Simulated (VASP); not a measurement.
Level of theory: PBE GGA, VASP's PBE PAW potentials (set 64) (plane waves; VASP 6.6.1).

A VASP calculation is set up with these files.

### KPOINTS
```
Automatic mesh
0
gamma
4 4 4
```

INCAR:
```
SYSTEM = GaIn3As4
PREC = Accurate
ENCUT = 400
EDIFF = 1E-6
NELM = 100
ALGO = Normal
LREAL = .FALSE.
LASPH = .TRUE.
ISMEAR = 0
SIGMA = 0.05
GGA = PE
LMAXMIX = 4
LWAVE = .FALSE.
LCHARG = .TRUE.
```

### POSCAR
```
GaIn3As4
6.0761240
  0.9999999818   0.0000000000   0.0000000000
  0.0000000000   0.9999999818   0.0000000000
  0.0000000000   0.0000000000   0.9999999818
In As Ga
3 4 1
Cart
  0.0000000000   0.0000000000   0.0000000000
  0.4999999909   0.4999999909   0.0000000000
  0.4999999909   0.0000000000   0.4999999909
  0.2400884591   0.2599115318   0.2599115318
  0.7599115227   0.7400884500   0.2599115318
  0.7599115227   0.2599115318   0.7400884500
  0.2400884591   0.7400884500   0.7400884500
  0.0000000000   0.4999999909   0.4999999909
```

POTCAR, in this order: In_d As Ga_d (PBE.64 set). Program: vasp_std.

Output

OSZICAR:
```
       N       E                     dE             d eps       ncg     rms          rms(c)
DAV:   1     0.624744269947E+03    0.62474E+03   -0.27803E+04   863   0.162E+03
DAV:   2     0.580013248234E+02   -0.56674E+03   -0.55512E+03   903   0.445E+02
DAV:   3    -0.270954656979E+02   -0.85097E+02   -0.83275E+02  1003   0.184E+02
DAV:   4    -0.320580923604E+02   -0.49626E+01   -0.49315E+01  1085   0.436E+01
DAV:   5    -0.322356263522E+02   -0.17753E+00   -0.17723E+00  1290   0.822E+00    0.809E+00
DAV:   6    -0.313672978632E+02    0.86833E+00   -0.19000E+00  1176   0.137E+01    0.431E+00
DAV:   7    -0.313076642397E+02    0.59634E-01   -0.85083E-01  1274   0.416E+00    0.131E+00
DAV:   8    -0.313091790482E+02   -0.15148E-02   -0.11072E-01  1135   0.311E+00    0.513E-01
DAV:   9    -0.313097129133E+02   -0.53387E-03   -0.14859E-02  1136   0.150E+00    0.257E-01
DAV:  10    -0.313105866458E+02   -0.87373E-03   -0.27551E-03  1130   0.390E-01    0.118E-01
DAV:  11    -0.313107850079E+02   -0.19836E-03   -0.61349E-04  1189   0.134E-01    0.695E-02
DAV:  12    -0.313107763862E+02    0.86216E-05   -0.66261E-05   997   0.587E-02    0.165E-02
DAV:  13    -0.313107830040E+02   -0.66178E-05   -0.38356E-05   874   0.201E-02    0.115E-02
DAV:  14    -0.313107812016E+02    0.18024E-05   -0.84980E-06   952   0.145E-02    0.102E-02
DAV:  15    -0.313107811763E+02    0.25308E-07   -0.17127E-06   655   0.490E-03
   1 F= -.31310781E+02 E0= -.31310179E+02  d E =-.120517E-02
```

File OUTCAR:
```
------------------------ aborting loop because EDIFF is reached ----------------------------------------
  FORCE on cell =-STRESS in cart. coord.  units (eV):
  Direction    XX          YY          ZZ          XY          YZ          ZX
  --------------------------------------------------------------------------------------
  Total        0.1101767      0.1101767      0.1101767      0.0000000      0.0000000     -0.0000000
  in kB        0.7869016      0.7869016      0.7869016      0.0000000      0.0000000     -0.0000000
  external PRESSURE =       0.7869016 kB  Pullay stress =       0.0000000 kB
  volume of cell :      224.33
      direct lattice vectors                 reciprocal lattice vectors
     6.076123889  0.000000000  0.000000000     0.164578606  0.000000000  0.000000000
     0.000000000  6.076123889  0.000000000     0.000000000  0.164578606  0.000000000
     0.000000000  0.000000000  6.076123889     0.000000000  0.000000000  0.164578606
 POSITION                                       TOTAL-FORCE (eV/Angst)
 -----------------------------------------------------------------------------------
      0.00000      0.00000      0.00000        -0.000000      0.000000      0.000000
      3.03806      3.03806      0.00000        -0.000000     -0.000000      0.000000
      3.03806      0.00000      3.03806        -0.000000     -0.000000      0.000000
      1.45881      1.57925      1.57925        -0.005863      0.005863      0.005863
      4.61732      4.49687      1.57925         0.005863     -0.005863      0.005863
      4.61732      1.57925      4.49687         0.005863      0.005863     -0.005863
      1.45881      4.49687      4.49687        -0.005863     -0.005863     -0.005863
      0.00000      3.03806      3.03806        -0.000000      0.000000      0.000000
 -----------------------------------------------------------------------------------
    total drift:                                0.000000      0.000000      0.000000
  FREE ENERGIE OF THE ION-ELECTRON SYSTEM (eV)
  ---------------------------------------------------
  free  energy   TOTEN  =       -31.3107811763 eV

  energy  without entropy=      -31.3095760019  energy(sigma->0) =      -31.31017859
```
(Selected blocks of OUTCAR.)

The structure was generated: GaIn3As4 was put into an ordered model structure (P-43m), which need not be its known phase. It was relaxed first, which changed the volume by +6 %.
